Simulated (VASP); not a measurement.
Input for VASP

POSCAR:
```
P
1
    1.6881000000    -5.3448000000    -0.0000000000
    1.6881000000     5.3448000000     0.0000000000
    0.0000000000     0.0000000000     4.4676000000
P
4
Direct
  0.1017000000   0.8983000000   0.9194000000
  0.3983000000   0.6017000000   0.4194000000
  0.6017000000   0.3983000000   0.5806000000
  0.8983000000   0.1017000000   0.0806000000
```

### INCAR
```
SYSTEM=P
PREC=Accurate; ENCUT=400; LREAL=F
LASPH=T
EDIFF=1E-6; NELM=100; ALGO=Normal
ISMEAR=-1; SIGMA=0.02
GGA=PE
ISIF=2
LWAVE=F; LCHARG=F
```

KPOINTS:
```
K-points
0
G
  6 6 5
```

POTCAR, in this order: P (PBE.64 set). Program: vasp_std.

Problem. Translate this PBE calculation to Ansatz.

Solution. One equivalent input (not run):
Ansatz 0.2 input:
```yaml
crystal:
  lattice:
    - [1.6881000, -5.3448000, 0.0000000]
    - [1.6881000, 5.3448000, 0.0000000]
    - [0.0000000, 0.0000000, 4.4676000]
  atoms:
    - { symbol: P, position: [0.1017000, 0.8983000, 0.9194000] }
    - { symbol: P, position: [0.3983000, 0.6017000, 0.4194000] }
    - { symbol: P, position: [0.6017000, 0.3983000, 0.5806000] }
    - { symbol: P, position: [0.8983000, 0.1017000, 0.0806000] }
kpoints:
  mp_grid: { grid: [6, 6, 5] }
hamiltonian:
  xc: pbe
  pseudopotentials: { kind: paw }
scf:
  occupations: { method: fermi_dirac, width: 0.02 }
  max_iter: 100
output: { forces: true, stress: true, eigenvalues: true }
```
What does not carry over: each code has its own PAW files, so the cut-off isn't converted (ENCUT is set for VASP's; basis.ecutwfc is left out, and Ansatz then takes the one that its files recommend); Ansatz stops its SCF on the density residual and VASP on the energy change (EDIFF).

The compound is P in the black structure. The cell was not relaxed at this level. The run is one of a series of settings (ISMEAR = -1, SIGMA = 0.02 against the base run), some of them coarse on purpose.
